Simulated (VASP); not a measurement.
LuScAs2:

```
CELL_PARAMETERS angstrom
1.97265 1.13891 6.43352
-1.97265 1.13891 6.43352
0.00000 -2.27782 6.43352
ATOMIC_POSITIONS crystal
Sc 0.00000 0.00000 0.00000
Lu 0.50000 0.50000 0.50000
As 0.25287 0.25287 0.25287
As 0.74713 0.74713 0.74713
```

The cell was built by a generator and needn't be a form met in nature.

Base run:

* Program: VASP 6.6.1
* Functional: r2SCAN
* Dispersion: rVV10
* Potentials or basis: VASP PAW PBE potentials, release 64 (Sc_sv, Lu, As)
* Cutoff: 520 eV
* k mesh: 6 × 6 × 6
* Occupations: fermi-dirac, width 0.02 eV
* Spin: no spin polarisation

Its results: band gap on the k mesh none (metal or under the smearing width); pressure -0.5 GPa; largest force 0.011 eV/Å.

Question: The run is repeated on the same cell with these changes: dispersion from rVV10 to none; further incar settings from ALGO = Normal; EDIFF = 1e-06; NBANDS = 31 to ALGO = Normal; EDIFF = 1e-07; NBANDS = 31. What comes out?

Answer: Band gap on the k mesh none (metal or under the smearing width); pressure 0.4 GPa; largest force 0.016 eV/Å.

Caveats: the PAW data sets were made with another functional, which shifts forces and pressure a little.

Not every run made on this cell is shown here.
